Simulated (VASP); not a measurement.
Output of a VASP run:

**OSZICAR**
```
...
DAV:   6    -0.106330017170E+03   -0.34882E-05   -0.33655E-05  2615   0.425E-02    0.461E-03
DAV:   7    -0.106330022069E+03   -0.48989E-05   -0.46701E-06  2681   0.168E-02    0.140E-03
DAV:   8    -0.106330020263E+03    0.18058E-05   -0.23856E-07  2181   0.506E-03    0.713E-04
DAV:   9    -0.106330021622E+03   -0.13594E-05   -0.65361E-08  1584   0.330E-03    0.325E-04
DAV:  10    -0.106330021212E+03    0.41064E-06   -0.13534E-08  1317   0.111E-03    0.140E-04
DAV:  11    -0.106330021882E+03   -0.67045E-06   -0.93515E-09  1313   0.146E-03    0.438E-05
DAV:  12    -0.106330021764E+03    0.11804E-06   -0.70582E-10  1310   0.241E-04    0.252E-05
DAV:  13    -0.106330021833E+03   -0.68796E-07   -0.57804E-10  1308   0.274E-04
   2 F= -.10633002E+03 E0= -.10633007E+03  d E =-.141363E-02
       N       E                     dE             d eps       ncg     rms          rms(c)
DAV:   1    -0.106375621107E+03   -0.45599E-01   -0.23203E+00  2657   0.121E+01    0.979E-01
DAV:   2    -0.106338188802E+03    0.37432E-01   -0.30120E-02  2657   0.155E+00    0.596E-01
DAV:   3    -0.106326972423E+03    0.11216E-01   -0.27326E-02  2638   0.181E+00    0.480E-02
DAV:   4    -0.106331310273E+03   -0.43379E-02   -0.46116E-03  2692   0.670E-01    0.328E-02
DAV:   5    -0.106331453313E+03   -0.14304E-03   -0.64989E-04  2605   0.216E-01    0.243E-02
DAV:   6    -0.106331526051E+03   -0.72737E-04   -0.30282E-04  2601   0.128E-01    0.108E-02
DAV:   7    -0.106331556356E+03   -0.30306E-04   -0.39446E-05  2638   0.453E-02    0.353E-03
DAV:   8    -0.106331549757E+03    0.65987E-05   -0.23557E-06  2694   0.152E-02    0.172E-03
DAV:   9    -0.106331553127E+03   -0.33696E-05   -0.18835E-07  2052   0.584E-03    0.128E-03
DAV:  10    -0.106331553327E+03   -0.20009E-06   -0.19292E-07  2000   0.356E-03    0.406E-04
DAV:  11    -0.106331556101E+03   -0.27736E-05   -0.11642E-07  1989   0.509E-03    0.115E-04
DAV:  12    -0.106331555726E+03    0.37459E-06   -0.40600E-09  1308   0.659E-04    0.877E-05
DAV:  13    -0.106331555926E+03   -0.20003E-06   -0.23359E-09  1307   0.586E-04    0.280E-05
DAV:  14    -0.106331555807E+03    0.11875E-06   -0.11447E-09  1304   0.338E-04    0.123E-05
DAV:  15    -0.106331555838E+03   -0.30883E-07   -0.68140E-11  1304   0.656E-05
   3 F= -.10633156E+03 E0= -.10633157E+03  d E =-.294764E-02
       N       E                     dE             d eps       ncg     rms          rms(c)
DAV:   1    -0.106332148536E+03   -0.59273E-03   -0.29866E-02  2657   0.138E+00    0.111E-01
DAV:   2    -0.106331667299E+03    0.48124E-03   -0.38491E-04  2648   0.179E-01    0.679E-02
DAV:   3    -0.106331505606E+03    0.16169E-03   -0.37273E-04  2658   0.212E-01    0.541E-03
DAV:   4    -0.106331573744E+03   -0.68139E-04   -0.60408E-05  2681   0.770E-02    0.380E-03
DAV:   5    -0.106331572751E+03    0.99327E-06   -0.68111E-06  2612   0.218E-02    0.293E-03
DAV:   6    -0.106331575366E+03   -0.26147E-05   -0.34238E-06  2596   0.138E-02    0.131E-03
DAV:   7    -0.106331574614E+03    0.75233E-06   -0.50118E-07  2015   0.528E-03    0.414E-04
DAV:   8    -0.106331575151E+03   -0.53728E-06   -0.21348E-08  1323   0.141E-03    0.213E-04
DAV:   9    -0.106331574555E+03    0.59533E-06   -0.15402E-08  1300   0.151E-03    0.284E-05
DAV:  10    -0.106331574814E+03   -0.25829E-06   -0.16559E-09  1298   0.445E-04    0.241E-05
DAV:  11    -0.106331574689E+03    0.12485E-06   -0.30476E-10  1298   0.223E-04    0.159E-05
DAV:  12    -0.106331574724E+03   -0.34761E-07   -0.13296E-10  1298   0.961E-05
   4 F= -.10633157E+03 E0= -.10633157E+03  d E =-.296652E-02
```

OUTCAR:
```
------------------------ aborting loop because EDIFF is reached ----------------------------------------
  FORCE on cell =-STRESS in cart. coord.  units (eV):
  Direction    XX          YY          ZZ          XY          YZ          ZX
  --------------------------------------------------------------------------------------
  Total        0.8325509      0.8325510      0.8273277      0.0000000      0.0000000      0.0000000
  in kB       23.5146893     23.5146913     23.3671646      0.0000000      0.0000000      0.0000000
  external PRESSURE =      23.4655151 kB  Pullay stress =       0.0000000 kB
  volume of cell :       56.73
      direct lattice vectors                 reciprocal lattice vectors
     1.749092167 -3.029516625  0.000000000     0.285862580 -0.165042831 -0.000000000
     1.749092167  3.029516625 -0.000000000     0.285862580  0.165042831 -0.000000000
     0.000000000  0.000000000  5.352616088    -0.000000000  0.000000000  0.186824533
 POSITION                                       TOTAL-FORCE (eV/Angst)
 -----------------------------------------------------------------------------------
      1.74909      1.00984      1.33815         0.000000     -0.000000      0.000000
      1.74909     -1.00984      4.01446        -0.000000      0.000000     -0.000000
 -----------------------------------------------------------------------------------
    total drift:                               -0.000000      0.000457      0.000009
  FREE ENERGIE OF THE ION-ELECTRON SYSTEM (eV)
  ---------------------------------------------------
  free  energy   TOTEN  =      -106.3315747237 eV

  energy  without entropy=     -106.3315717850  energy(sigma->0) =     -106.33157374

 reached required accuracy - stopping structural energy minimisation
```
(Selected blocks of OUTCAR.)

**POSCAR**
```
Tl
1
    1.7342655522    -3.0038361582     0.0000000000
    1.7342655522     3.0038361582     0.0000000000
    0.0000000000     0.0000000000     5.4445287021
Tl
2
Direct
  0.3333330000   0.6666670000   0.2500000000
  0.6666670000   0.3333330000   0.7500000000
```

Q: Write an INCAR and KPOINTS that could have produced this output.

A: Several could match; the one computed here: the input of the run itself, r2SCAN meta-GGA, plane waves, VASP's PBE PAW potentials (set 64).

**KPOINTS**
```
Automatic mesh
0
Gamma
12 12 7
0 0 0
```

INCAR:
```
LASPH=.TRUE.   ! aspherical one-centre terms
LREAL=.FALSE.   ! projection in real space or not
IBRION=2   ! conjugate gradients
EDIFFG=-0.01
EDIFF=1E-7
LMIXTAU=.TRUE.
LWAVE=.FALSE.
ENCUT=520   ! plane-wave cut-off (eV)
METAGGA=R2SCAN
PREC=Accurate
SYSTEM=Tl
ALGO=Normal
ISMEAR=1   ! Methfessel-Paxton
LMAXMIX=4
NELM=100
NSW=30   ! most ionic steps
ISIF=4
LCHARG=.FALSE.
SIGMA=0.1
```

POTCAR, in this order: Tl_d (PBE.64 set). Program: vasp_std.

The compound is Tl in the hcp structure. This cell is one point of a volume scan, at 0.94 of the reference volume. Symmetry was kept, so distortions that lower it aren't found.
